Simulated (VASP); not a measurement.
**HoIn (space group Pm-3m): computed properties**

Calculation: PBEsol GGA, VASP's PBE PAW potentials (set 64) (plane waves; VASP).

```json
{
 "space_group": "Pm-3m (221)",
 "cell": "a = 3.683 Å, b = 3.683 Å, c = 3.683 Å, α = 90.00°, β = 90.00°, γ = 90.00°",
 "volume_per_atom": "24.98 Å^3/atom",
 "band gap (over mesh and band path)": "none (metal, semimetal or under 0.01 eV)",
 "hill_bulk_modulus": "64.0 GPa",
 "hill_shear_modulus": "260 kbar",
 "Poisson's ratio": "0.321",
 "band_gap_with_spin_orbit_coupling": "none (metallic)",
 "density": "9.30 g/cm³",
 "optical Γ-point spectrum": "117 (×3) cm⁻¹",
 "C11": "74.4 GPa",
 "C12": "58.8 GPa",
 "C44": "54.8 GPa"
}
```

```yaml
crystal:
  lattice:
    - [3.68297, 0.00000, 0.00000]
    - [0.00000, 3.68297, 0.00000]
    - [0.00000, 0.00000, 3.68297]
  atoms:
    - { symbol: Ho, position: [0.00000, 0.00000, 0.00000] }
    - { symbol: In, position: [0.50000, 0.50000, 0.50000] }
```

The 4f electrons are frozen in the core of the lanthanide potential, so 4f levels, which can set the real gap, and their magnetism are missing. Finite-difference elastic constants of metals are sensitive to mesh and smearing; shear constants can be off by tens of GPa. Unless said otherwise, spin-orbit coupling is left out, though it shifts the bands of the heavy elements here.

The structure comes from a measured HoIn entry (Pm-3m) of the Crystallography Open Database, whose conditions weren't checked. It was relaxed first, which changed the volume by -7 %. Symmetry was kept, so distortions that lower it aren't found.
